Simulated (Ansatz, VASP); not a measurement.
# Cross-check of Pb2SO between VASP and Ansatz, part 2 of 2

Aim: how closely do two programs agree when they are given the same cell, functional and k mesh? The cell is invented: As first built, before any earlier steps moved the atoms (in the runner's words): it takes the PbS structure with some of its atoms replaced by other elements, volume scaled by an estimate. It may not be a known or stable phase. The cell is taken from a series of VASP runs on this material, whose earlier steps may have relaxed, scaled or displaced it; both programs get it as it stands.

VASP 6.6.1 and Ansatz 0.2.0.

So far. Step 3 (VASP: band structure, PBE): The run ends at a pressure of -0.02 GPa, with forces up to 0.0050 eV/Å.

**5. Ansatz: single point, PBE**

Level of this step: Ansatz beside VASP: Kohn-Sham DFT, plane waves, PBE (Ansatz).

With cell and atoms fixed, the geometry can't cause a difference; cores, projectors, grids and the points listed under the comparison can.

The cell is taken from a series of VASP runs on this material, whose earlier steps may have relaxed, scaled or displaced it; both programs get it as it stands.

input.yaml reads:

```yaml
crystal:
  lattice:
    - [3.8005449973, 9.3e-09, 0.0]
    - [-1.9002729825, 3.2913691168, 0.0]
    - [0.0, 0.0, 7.1359378745]
  atoms:
    - { symbol: Pb, position: [0.0, 0.0, 0.2759835236] }
    - { symbol: Pb, position: [0.0, 0.0, 0.7240164764] }
    - { symbol: S, position: [0.66666667, 0.33333333, 0.0] }
    - { symbol: O, position: [0.66666667, 0.33333333, 0.5] }
hamiltonian:
  xc: pbe
  pseudopotentials: { kind: paw }
kpoints:
  mp_grid: { grid: [9, 9, 4] }
scf:
  occupations: { method: tetrahedron }
output:
  forces: true
  stress: true
```

Command:

```console
> ansatz run input.yaml --threads 2 --pin off --max-ram 4608MiB --backend cpu --events-out ev --progress --plain --runs-dir out
```

Numbers of over 12 decimals in the logs are rounded to 6 here.

Output:

```text
Warning: output.forces, output.stress, relax.cell or npt_langevin: where a Kohn–Sham band that disperses or a degenerate level is filled in part under the method tetrahedron, the forces or the stress that this run publishes need not agree with its energy (scf.occupations.method in the input reference, under Limitations); prefer a smearing scheme for the forces or the stress
[...]
--- Band table (eV; the first three rows and the last of 36) ---
  k-point 0: bands = [... 16 lower, 6.9631, 7.9405, 7.9405, 9.1123, 9.7542, 13.5758, 13.5758, 14.5115]
  k-point 1: bands = [... 16 lower, 6.9829, 7.9189, 7.9189, 8.1439, 11.1032, 13.6735, 13.6735, 14.3526]
  k-point 2: bands = [... 16 lower, 7.0038, 7.6562, 7.8963, 7.8963, 12.7283, 12.9484, 13.8574, 13.8574]
  k-point 35: bands = [... 16 lower, 5.6622, 6.0543, 7.0956, 7.4884, 10.1691, 11.1032, 11.9162, 12.6860]
[key lines of the parts left out:]
SCF converged after 8 iterations
Free energy (F): -25282.062878 eV
Fermi energy:    8.992139 eV
P = ⅓ Tr σ = 0.2093 GPa (2.093 kbar)
```

Wall time 2.4 s (2 threads of Intel Xeon 6975P-C (Granite Rapids), shared host); peak memory 0.4 GiB; 4.4 s of CPU time.

The run ends at a pressure of 0.21 GPa, with forces up to 0.0090 eV/Å.

**6. VASP: single point, PBE**

The same cell, functional, mesh and smearing now go to VASP, with its own data sets and cutoff.

INCAR reads:

```
SYSTEM = Pb2SO
PREC = Accurate
ENCUT = 520
EDIFF = 1E-06
NELM = 100
ISMEAR = -5
SIGMA = 0.05
LREAL = .FALSE.
ALGO = Normal
GGA = PE
LORBIT = 11
LWAVE = .FALSE.
LCHARG = .FALSE.
KPAR = 2
NEDOS = 2001
```

POSCAR reads:

```
Pb2SO
1.0
    3.8005449973      0.0000000093      0.0000000000
   -1.9002729825      3.2913691168      0.0000000000
    0.0000000000      0.0000000000      7.1359378745
Pb S O
2 1 1
Direct
    0.0000000000      0.0000000000      0.2759835236
    0.0000000000      0.0000000000      0.7240164764
    0.6666666700      0.3333333300      0.0000000000
    0.6666666700      0.3333333300      0.5000000000
```

KPOINTS reads:

```
Automatic mesh
0
Gamma
9 9 4
0 0 0
```

The projector-augmented-wave data sets are Pb_d, S and O (PBE family, release 64).

Command:

```console
> mpirun -np 2 vasp_std
```

Output:

```text
[... set-up lines as in an earlier step ...]
 entering main loop
       N       E                     dE             d eps       ncg     rms          rms(c)
DAV:   1     0.438184251010E+03    0.43818E+03   -0.20203E+04  1728   0.189E+03
DAV:   2     0.344602542798E+02   -0.40372E+03   -0.39823E+03  1776   0.476E+02
DAV:   3    -0.197870600018E+02   -0.54247E+02   -0.53539E+02  2440   0.185E+02
DAV:   4    -0.215754471438E+02   -0.17884E+01   -0.17862E+01  1984   0.377E+01
[...]
DAV:  13    -0.184564540741E+02    0.71229E-05   -0.41168E-05  2064   0.428E-02    0.164E-02
DAV:  14    -0.184564548880E+02   -0.81385E-06   -0.23073E-05  2168   0.308E-02    0.992E-03
DAV:  15    -0.184564552600E+02   -0.37199E-06   -0.82965E-06  1640   0.186E-02
   1 F= -.18456455E+02 E0= -.18456455E+02  d E =0.000000E+00
 -----------------------------------------------------------------------------
|                                                                             |
|           W    W    AA    RRRRR   N    N  II  N    N   GGGG   !!!           |
|           W    W   A  A   R    R  NN   N  II  NN   N  G    G  !!!           |
|           W    W  A    A  R    R  N N  N  II  N N  N  G       !!!           |
|           W WW W  AAAAAA  RRRRR   N  N N  II  N  N N  G  GGG   !            |
|           WW  WW  A    A  R   R   N   NN  II  N   NN  G    G                |
|           W    W  A    A  R    R  N    N  II  N    N   GGGG   !!!           |
|                                                                             |
|     Tetrahedron method does not include variations of the Fermi             |
|     occupations, so forces and stress will be inaccurate. We suggest        |
|     using a different smearing scheme ISMEAR = 1 or 2 for metals in         |
|     relaxations.                                                            |
|                                                                             |
 -----------------------------------------------------------------------------
```

OUTCAR, selected parts (step 6):

```text
  Total        0.0821045      0.0821045      0.0195131     -0.0000000      0.0000000     -0.0000000
  in kB        1.4736821      1.4736827      0.3502383     -0.0000002      0.0000000     -0.0000000
  external PRESSURE =       1.0992010 kB  Pullay stress =       0.0000000 kB

 POSITION                                       TOTAL-FORCE (eV/Angst)
 -----------------------------------------------------------------------------------
      0.00000      0.00000      1.96940         0.000000     -0.000000     -0.000486
      0.00000      0.00000      5.16654         0.000000     -0.000000      0.000486
      1.90027      1.09712      0.00000         0.000000     -0.000000      0.000000
      1.90027      1.09712      3.56797        -0.000000      0.000000      0.000000
 -----------------------------------------------------------------------------------
    total drift:                               -0.000025      0.000030      0.000000

  FREE ENERGIE OF THE ION-ELECTRON SYSTEM (eV)
  ---------------------------------------------------
  free  energy   TOTEN  =       -18.4564552600 eV

  energy  without entropy=      -18.4564552600  energy(sigma->0) =      -18.45645526

[... 1 part as in an earlier step ...]

[... 2 further parts left out ...]
[key lines of the parts left out:]
E-fermi :   5.9277
```

The run ends at a pressure of 0.11 GPa, with forces up to 4.9e-4 eV/Å.

**7. Comparison**

The two programs side by side:

```
                                        quantity  Ansatz  VASP  difference
                                  pressure (GPa)    0.21  0.11       +0.10
pressure without Ansatz's Pulay correction (GPa)    0.06  0.11       -0.05
```

At this near-relaxed geometry the largest component of a force difference is 10 meV/Å. Ansatz's pressure holds a Pulay correction of 0.15 GPa; VASP's holds none.

**8. Results**

```
r.m.s. difference of levels near the Fermi level (band structure, PBE) : 3.1 meV
difference in pressure (single point, PBE)                             : 0.099 GPa
```

What this shows: The difference in pressure is 0.099 GPa (single point, PBE), within the 1 GPa picked in this series as the mark of a large difference. How closely two codes agree says nothing of how well the functional describes the real material.

[Lines on the potential files, build, host, timing and source positions are cut from VASP's logs without a mark.]

[Logs are printed without paths, hosts, clocks, repeated set-up lines and the standing remarks that a program may print on its own settings, such as how far it seeks lower states.]

[Hosts, paths, dates, database ids (printed as entryN), source tags and the programs' standing remarks are cut or masked in the printed files.]
